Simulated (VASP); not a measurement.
All values below come from r2SCAN meta-GGA, VASP's PBE PAW potentials (set 64) (plane waves; VASP).

VASP input:

POSCAR:
```
Mo(211) slab
1
    2.7328635947     0.0000000000    -0.0000000000
    0.0000000000     4.4627478774    -0.0000000000
    0.0000000000    -0.0000000000    24.0448428482
Mo
7
Direct
  0.4822319152   0.5000000000   0.3473078070
  0.8337988856   0.0000000000   0.3922655321
  0.1828731547   0.5000000000   0.4451702485
  0.5000000000   0.0000000000   0.5000000000
  0.8171268453   0.5000000000   0.5548297515
  0.1662011144   0.0000000000   0.6077344679
  0.5177680848   0.5000000000   0.6526921930
```

**KPOINTS**
```
kpoints
0
gamma
  10 6 1
0 0 0
```

### INCAR
```
LMAXMIX  =  4   ! l cut-off of mixed one-centre charges
ISIF  =  2
LASPH  =  .TRUE.   ! aspherical one-centre terms
NELMIN  =  4
IDIPOL  =  3
NELM  =  100   ! most electronic steps
EDIFF  =  1E-5
SYSTEM  =  Mo(211) slab
DIPOL  =  0.5 0.5 0.5
EDIFFG  =  -0.03
LCHARG  =  .FALSE.
ENCUT  =  400   ! plane-wave cut-off (eV)
LWAVE  =  .TRUE.
SIGMA  =  0.1
ISMEAR  =  1
NSW  =  120   ! most ionic steps
PREC  =  Normal
METAGGA  =  R2SCAN
IBRION  =  2   ! conjugate gradients
LDIPOL  =  .TRUE.
LMIXTAU  =  .TRUE.
ALGO  =  Normal   ! blocked Davidson
LREAL  =  .FALSE.
```

POTCAR, in this order: Mo_sv (PBE.64 set). Program: vasp_std.

The run wrote:

### OUTCAR
```
 ion  position               nearest neighbor table
   1  0.482  0.500  0.347-   3 2.49   2 2.66   2 2.66   3 3.03   2 3.05   2 3.05
   2  0.834  0.000  0.392-   1 2.66   1 2.66   3 2.74   3 2.74   4 2.75   1 3.05   1 3.05   3 3.12
                             3 3.12   4 3.17
   3  0.183  0.500  0.445-   1 2.49   4 2.73   4 2.73   2 2.74   2 2.74   5 2.82   1 3.03   2 3.12
                             2 3.12   5 3.16   4 3.19   4 3.19
   4  0.500  0.000  0.500-   3 2.73   5 2.73   3 2.73   5 2.73   2 2.75   6 2.75   6 3.17   2 3.17
                             3 3.19   3 3.19   5 3.19   5 3.19
   5  0.817  0.500  0.555-   7 2.49   4 2.73   4 2.73   6 2.74   6 2.74   3 2.82   7 3.03   6 3.12
                             6 3.12   3 3.16   4 3.19   4 3.19
   6  0.166  0.000  0.608-   7 2.66   7 2.66   5 2.74   5 2.74   4 2.75   7 3.05   7 3.05   5 3.12
                             5 3.12   4 3.17
   7  0.518  0.500  0.653-   5 2.49   6 2.66   6 2.66   5 3.03   6 3.05   6 3.05
  LATTYP: Found a simple orthorhombic cell.
 ALAT       =     2.7328635947
 B/A-ratio  =     1.6329932771
 C/A-ratio  =     8.7984057802
 Subroutine PRICEL returns:
 Original cell was already a primitive cell.
 Subroutine GETGRP returns: Found  4 space group operations
The static configuration has the point symmetry C_2h.
The dynamic configuration has the point symmetry C_2h.
 Subroutine INISYM returns: Found  4 space group operations
 Subroutine IBZKPT returns following result:
 Found     24 irreducible k-points:
...
```

File OSZICAR:
```
...
DAV:  35    -0.177938786117E+03   -0.14358E-02   -0.20214E-03  3252   0.218E-01    0.674E-01
DAV:  36    -0.177907233755E+03    0.31552E-01   -0.54848E-03  2906   0.419E-01    0.574E-01
DAV:  37    -0.177912537184E+03   -0.53034E-02   -0.31408E-04  3234   0.809E-02    0.508E-01
DAV:  38    -0.177907693773E+03    0.48434E-02   -0.11083E-04  2986   0.584E-02    0.469E-01
DAV:  39    -0.177887819756E+03    0.19874E-01   -0.32264E-03  2816   0.331E-01    0.281E-01
DAV:  40    -0.177899289960E+03   -0.11470E-01   -0.13061E-03  3114   0.179E-01    0.153E-01
DAV:  41    -0.177894315689E+03    0.49743E-02   -0.28173E-04  3082   0.890E-02    0.118E-01
DAV:  42    -0.177852982029E+03    0.41334E-01   -0.94486E-03  2896   0.519E-01    0.136E-01
DAV:  43    -0.177846725363E+03    0.62567E-02   -0.52754E-04  3546   0.912E-02    0.148E-01
DAV:  44    -0.177844665375E+03    0.20600E-02   -0.36695E-05  2530   0.303E-02    0.141E-01
DAV:  45    -0.177844163223E+03    0.50215E-03   -0.45931E-06  2122   0.124E-02    0.144E-01
DAV:  46    -0.177845167641E+03   -0.10044E-02   -0.74057E-06  1932   0.141E-02    0.145E-01
DAV:  47    -0.177844626326E+03    0.54131E-03   -0.26904E-06  1704   0.820E-03    0.146E-01
DAV:  48    -0.177844748748E+03   -0.12242E-03   -0.32392E-07  1536   0.209E-03    0.146E-01
DAV:  49    -0.177844955884E+03   -0.20714E-03   -0.37275E-07  1482   0.319E-03    0.146E-01
DAV:  50    -0.177842794207E+03    0.21617E-02   -0.33336E-05  2282   0.283E-02    0.145E-01
DAV:  51    -0.177811720051E+03    0.31074E-01   -0.96050E-03  2862   0.465E-01    0.126E-01
DAV:  52    -0.177811222122E+03    0.49793E-03   -0.27153E-04  3086   0.406E-02    0.128E-01
DAV:  53    -0.177812660817E+03   -0.14387E-02   -0.58987E-05  2538   0.372E-02    0.121E-01
DAV:  54    -0.177808159686E+03    0.45011E-02   -0.41999E-04  2810   0.103E-01    0.119E-01
DAV:  55    -0.177813412031E+03   -0.52523E-02   -0.58912E-04  2774   0.122E-01    0.116E-01
DAV:  56    -0.177812476737E+03    0.93529E-03   -0.66751E-05  2474   0.423E-02    0.103E-01
DAV:  57    -0.177823310282E+03   -0.10834E-01   -0.18028E-03  2818   0.211E-01    0.947E-02
DAV:  58    -0.177822522916E+03    0.78737E-03   -0.42436E-05  2490   0.224E-02    0.964E-02
DAV:  59    -0.177823946897E+03   -0.14240E-02   -0.27985E-04  2744   0.392E-02    0.762E-02
DAV:  60    -0.177822551157E+03    0.13957E-02   -0.24242E-04  3194   0.513E-02    0.614E-02
DAV:  61    -0.177816577956E+03    0.59732E-02   -0.57410E-04  2808   0.126E-01    0.358E-02
DAV:  62    -0.177798335964E+03    0.18242E-01   -0.90353E-03  2824   0.392E-01    0.425E-02
DAV:  63    -0.177798353976E+03   -0.18012E-04   -0.27892E-04  2946   0.351E-02    0.470E-02
DAV:  64    -0.177798487617E+03   -0.13364E-03   -0.11760E-05  2322   0.161E-02    0.465E-02
DAV:  65    -0.177797561405E+03    0.92621E-03   -0.29112E-04  2626   0.896E-02    0.448E-02
DAV:  66    -0.177813423973E+03   -0.15863E-01   -0.91058E-03  2960   0.354E-01    0.192E-02
DAV:  67    -0.177809869894E+03    0.35541E-02   -0.54456E-04  2976   0.105E-01    0.161E-02
DAV:  68    -0.177803656901E+03    0.62130E-02   -0.10254E-03  2780   0.157E-01    0.139E-02
DAV:  69    -0.177797691117E+03    0.59658E-02   -0.27860E-03  2832   0.255E-01    0.189E-02
DAV:  70    -0.177797330828E+03    0.36029E-03   -0.19346E-04  2890   0.456E-02    0.223E-02
DAV:  71    -0.177800629875E+03   -0.32990E-02   -0.15345E-03  2824   0.183E-01    0.805E-03
DAV:  72    -0.177798068007E+03    0.25619E-02   -0.64151E-04  2758   0.139E-01    0.114E-02
DAV:  73    -0.177797557572E+03    0.51044E-03   -0.30878E-05  2174   0.279E-02    0.117E-02
DAV:  74    -0.177798278648E+03   -0.72108E-03   -0.74907E-05  2232   0.460E-02    0.105E-02
DAV:  75    -0.177798157592E+03    0.12106E-03   -0.44066E-06  1954   0.131E-02    0.105E-02
DAV:  76    -0.177798037175E+03    0.12042E-03   -0.10567E-05  1832   0.171E-02    0.111E-02
DAV:  77    -0.177798121874E+03   -0.84699E-04   -0.33673E-06  1706   0.102E-02    0.108E-02
DAV:  78    -0.177797912566E+03    0.20931E-03   -0.16151E-05  1914   0.206E-02    0.107E-02
DAV:  79    -0.177798462185E+03   -0.54962E-03   -0.40601E-05  2126   0.333E-02    0.971E-03
DAV:  80    -0.177798390749E+03    0.71436E-04   -0.12775E-06  1530   0.746E-03    0.971E-03
DAV:  81    -0.177799492627E+03   -0.11019E-02   -0.90571E-05  2230   0.513E-02    0.882E-03
DAV:  82    -0.177798777416E+03    0.71521E-03   -0.43651E-05  2126   0.359E-02    0.984E-03
DAV:  83    -0.177798580064E+03    0.19735E-03   -0.47810E-06  1710   0.137E-02    0.102E-02
DAV:  84    -0.177798518703E+03    0.61361E-04   -0.72577E-07  1458   0.502E-03    0.103E-02
DAV:  85    -0.177798203948E+03    0.31476E-03   -0.12347E-05  1832   0.200E-02    0.108E-02
DAV:  86    -0.177800893408E+03   -0.26895E-02   -0.52419E-04  2758   0.124E-01    0.871E-03
DAV:  87    -0.177800314920E+03    0.57849E-03   -0.31267E-05  2064   0.309E-02    0.959E-03
DAV:  88    -0.177799986499E+03    0.32842E-03   -0.54522E-06  2032   0.137E-02    0.976E-03
DAV:  89    -0.177799900672E+03    0.85827E-04   -0.37531E-06  1700   0.122E-02    0.914E-03
DAV:  90    -0.177798267025E+03    0.16336E-02   -0.18249E-04  2460   0.722E-02    0.832E-03
DAV:  91    -0.177800526774E+03   -0.22597E-02   -0.47324E-04  2756   0.122E-01    0.626E-03
DAV:  92    -0.177799103452E+03    0.14233E-02   -0.14921E-04  2644   0.724E-02    0.631E-03
DAV:  93    -0.177797862873E+03    0.12406E-02   -0.16556E-04  2340   0.671E-02    0.663E-03
DAV:  94    -0.177797451705E+03    0.41117E-03   -0.28362E-05  2392   0.252E-02    0.661E-03
DAV:  95    -0.177797394903E+03    0.56802E-04   -0.12582E-06  1684   0.623E-03    0.651E-03
DAV:  96    -0.177800542390E+03   -0.31475E-02   -0.86094E-04  2756   0.154E-01    0.443E-03
DAV:  97    -0.177800743041E+03   -0.20065E-03   -0.24563E-05  2406   0.128E-02    0.524E-03
DAV:  98    -0.177800789848E+03   -0.46808E-04   -0.12083E-06  1668   0.567E-03    0.581E-03
DAV:  99    -0.177800009785E+03    0.78006E-03   -0.36374E-05  2122   0.339E-02    0.699E-03
DAV: 100    -0.177800242073E+03   -0.23229E-03   -0.47072E-06  1696   0.112E-02
   1 F= -.17780024E+03 E0= -.17779956E+03  d E =-.177800E+03
       N       E                     dE             d eps       ncg     rms          rms(c)
DAV:   1    -0.177800276431E+03   -0.26665E-03   -0.73937E-02  2784   0.177E+00    0.451E-02
DAV:   2    -0.177802011843E+03   -0.17354E-02   -0.28049E-03  2880   0.305E-01    0.230E-02
DAV:   3    -0.177800278256E+03    0.17336E-02   -0.76005E-04  2804   0.155E-01    0.197E-02
DAV:   4    -0.177799311462E+03    0.96679E-03   -0.17633E-04  2666   0.794E-02    0.130E-02
DAV:   5    -0.177798280246E+03    0.10312E-02   -0.85615E-05  2566   0.581E-02    0.795E-03
DAV:   6    -0.177798021407E+03    0.25884E-03   -0.37666E-04  2744   0.113E-01    0.656E-03
DAV:   7    -0.177797758920E+03    0.26249E-03   -0.12071E-04  2260   0.579E-02    0.602E-03
DAV:   8    -0.177797743642E+03    0.15278E-04   -0.73654E-06  2242   0.111E-02    0.621E-03
DAV:   9    -0.177797615934E+03    0.12771E-03   -0.12743E-05  1870   0.212E-02    0.629E-03
DAV:  10    -0.177797970565E+03   -0.35463E-03   -0.58665E-04  2728   0.126E-01    0.849E-03
DAV:  11    -0.177798347535E+03   -0.37697E-03   -0.92911E-04  2760   0.161E-01    0.112E-02
DAV:  12    -0.177798439289E+03   -0.91754E-04   -0.89631E-05  2890   0.449E-02    0.126E-02
DAV:  13    -0.177798381789E+03    0.57501E-04   -0.65514E-05  2430   0.494E-02    0.123E-02
DAV:  14    -0.177798406653E+03   -0.24864E-04   -0.10210E-05  1834   0.203E-02    0.123E-02
DAV:  15    -0.177798511754E+03   -0.10510E-03   -0.65425E-05  2550   0.549E-02    0.113E-02
DAV:  16    -0.177799302244E+03   -0.79049E-03   -0.33164E-04  2716   0.973E-02    0.853E-03
DAV:  17    -0.177799785479E+03   -0.48324E-03   -0.36407E-04  2818   0.956E-02    0.764E-03
DAV:  18    -0.177799835305E+03   -0.49826E-04   -0.11275E-04  2504   0.599E-02    0.741E-03
DAV:  19    -0.177799649634E+03    0.18567E-03   -0.18028E-04  2672   0.844E-02    0.537E-03
DAV:  20    -0.177799868155E+03   -0.21852E-03   -0.14670E-04  2212   0.635E-02    0.430E-03
DAV:  21    -0.177799871140E+03   -0.29849E-05   -0.44757E-05  2110   0.405E-02
   2 F= -.17779987E+03 E0= -.17779922E+03  d E =0.370933E-03
```

**OUTCAR**
```
------------------------ aborting loop because EDIFF is reached ----------------------------------------
  FORCE on cell =-STRESS in cart. coord.  units (eV):
  Direction    XX          YY          ZZ          XY          YZ          ZX
  --------------------------------------------------------------------------------------
  Total       -5.3391005     -3.7399985     -0.5449764      0.0000000      0.0000000      0.2518975
  in kB      -29.1700000    -20.4333589     -2.9774605      0.0000000      0.0000000      1.3762335
  external PRESSURE =     -17.5269398 kB  Pullay stress =       0.0000000 kB
  volume of cell :      293.25
      direct lattice vectors                 reciprocal lattice vectors
     2.732863595  0.000000000  0.000000000     0.365916543  0.000000000  0.000000000
     0.000000000  4.462747877  0.000000000     0.000000000  0.224077189  0.000000000
     0.000000000  0.000000000 24.044842848     0.000000000  0.000000000  0.041588960
 POSITION                                       TOTAL-FORCE (eV/Angst)
 -----------------------------------------------------------------------------------
      1.31706      2.23137      8.35004        -0.014531      0.000000      0.001963
      2.27711      4.46275      9.43190        -0.026207      0.000000     -0.001795
      0.49993      2.23137     10.70497        -0.007264     -0.000000      0.000054
      1.36643      4.46275     12.02242        -0.000000      0.000000      0.000000
      2.23294      2.23137     13.33987         0.007264      0.000000     -0.000054
      0.45575      0.00000     14.61294         0.026207      0.000000      0.001795
      1.41581      2.23137     15.69480         0.014531      0.000000     -0.001963
 -----------------------------------------------------------------------------------
    total drift:                                0.000000      0.000000     -0.000000
  FREE ENERGIE OF THE ION-ELECTRON SYSTEM (eV)
  ---------------------------------------------------
  free  energy   TOTEN  =      -177.7998711398 eV

  energy  without entropy=     -177.7979042426  energy(sigma->0) =     -177.79921551

 reached required accuracy - stopping structural energy minimisation
```
(Selected blocks of OUTCAR.)

### CONTCAR
```
Mo(211) slab
   1.00000000000000
     2.7328635947000000    0.0000000000000000    0.0000000000000000
     0.0000000000000000    4.4627478774000000    0.0000000000000000
     0.0000000000000000    0.0000000000000000   24.0448428481999983
  Mo
     7
Direct
     0.4819324688655549    0.5000000000000000    0.3472694866631046
     0.8332336979536894    1.0000000000000000    0.3922629441567300
     0.1829315503935328    0.5000000000000000    0.4452087282845599
     0.5000000000000000    1.0000000000000000    0.5000000000000000
     0.8170684496064672    0.5000000000000000    0.5547912717154401
     0.1667663020463106    0.0000000000000000    0.6077370558432701
     0.5180675311344451    0.5000000000000000    0.6527305133368954
```

The cell is a thin slab with vacuum, built from Mo (bcc): (211) face.
